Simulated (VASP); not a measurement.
These are LDA (Ceperley-Alder, Perdew-Zunger) with spin-orbit coupling, VASP's LDA PAW potentials (set 64) (plane waves; VASP) values and carry that method's errors.

VASP input:

### INCAR
```
! general
SYSTEM    =Tl
PREC      =Accurate
ENCUT     =400
LREAL     =F   ! projection in real space or not
LASPH     =T

! electronic loop
EDIFF     =1E-6   ! SCF stop (eV)
NELM      =100   ! most electronic steps
ALGO      =Normal
LMAXMIX   =4

! smearing
ISMEAR    =0
SIGMA     =0.05   ! width (eV)

! functional
GGA_COMPAT=F

! spin
MAGMOM    =6*0
LSORBIT   =T

! output
LWAVE     =F
LCHARG    =F
```

File POSCAR:
```
Tl
1.0
  1.6919515527  -2.9305461493   0.0000000000
  1.6919515527   2.9305461493   0.0000000000
  0.0000000000   0.0000000000   5.4933510887
Tl
2
direct
  0.3333330000   0.6666670000   0.2500000000
  0.6666670000   0.3333330000   0.7500000000
```

### KPOINTS_OPT
```
k-points along high-symmetry lines
5
Line-mode
Reciprocal
  0.000000   0.000000   0.000000 ! GAMMA
 -0.000000   0.500000   0.000000 ! M

 -0.000000   0.500000   0.000000 ! M
 -0.333333   0.666667   0.000000 ! K

 -0.333333   0.666667   0.000000 ! K
  0.000000   0.000000   0.000000 ! GAMMA

  0.000000   0.000000   0.000000 ! GAMMA
  0.000000   0.000000   0.500000 ! A

  0.000000   0.000000   0.500000 ! A
 -0.000000   0.500000   0.500000 ! L

 -0.000000   0.500000   0.500000 ! L
 -0.333333   0.666667   0.500000 ! H

 -0.333333   0.666667   0.500000 ! H
  0.000000   0.000000   0.500000 ! A

 -0.000000   0.500000   0.500000 ! L
 -0.000000   0.500000   0.000000 ! M

 -0.333333   0.666667   0.500000 ! H
 -0.333333   0.666667   0.000000 ! K
```

### KPOINTS
```
Automatic mesh
0
Gamma
11 11 6
0 0 0
```

POTCAR, in this order: Tl_d (LDA.64 set). Program: vasp_ncl.

**Question.** What does the run give for the energy per atom (σ→0), band gap (over mesh and band path)?

**Answer.** 
| Quantity | Value |
|---|---|
| energy per atom (σ→0) | -3.249 eV/atom |
| band gap (over mesh and band path) | none (metal, semimetal or under 0.01 eV) |

OSZICAR:
```
...
DAV:   6    -0.651007827616E+01    0.59321E-01   -0.10860E-01  4530   0.294E+00    0.314E+00
DAV:   7    -0.649974326913E+01    0.10335E-01   -0.19218E-02  4590   0.121E+00    0.193E+00
DAV:   8    -0.649813350628E+01    0.16098E-02   -0.53211E-03  4540   0.632E-01    0.325E-01
DAV:   9    -0.649751529188E+01    0.61821E-03   -0.27564E-03  4418   0.456E-01    0.178E-02
DAV:  10    -0.649751780880E+01   -0.25169E-05   -0.24267E-05  4724   0.442E-02    0.820E-03
DAV:  11    -0.649751779652E+01    0.12280E-07   -0.60983E-07  2686   0.755E-03
   1 F= -.64975178E+01 E0= -.64971576E+01  d E =-.720413E-03  mag=     0.0000     0.0000     0.0000
       N       E                     dE             ncg
```

The compound is Tl in the hcp structure. It was relaxed first.
